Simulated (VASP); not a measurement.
Data:

```xyz
2
Lattice="1.8039 -3.1245 0.0000 1.8039 3.1245 0.0000 0.0000 0.0000 5.5563" Properties=species:S:1:pos:R:3 pbc="T T T"
Ho     1.8039     1.0415     1.3891
Ho     1.8039    -1.0415     4.1672
```

Method: PBE GGA, VASP's PBE PAW potentials (set 64) (plane waves; VASP 6.6.1). Run with 400 eV cut-off, 13×13×8 Γ-centred mesh, tetrahedra with Blöchl corrections, potentials Ho_3.

The 4f electrons are frozen in the core of the lanthanide potential, so 4f levels, which can set the real gap, and their magnetism are missing.

Q: What does the run give for the energy per atom (σ→0), band gap (on the k-mesh) with the smallest direct gap where there is one?

A: 
| Property | Result |
|---|---|
| band gap (on the k-mesh) | none (metal, semimetal or under 0.01 eV) |
| energy per atom (σ→0) | -435.5 kJ/mol of atoms |

The compound is Ho in the hcp structure. It was relaxed first.
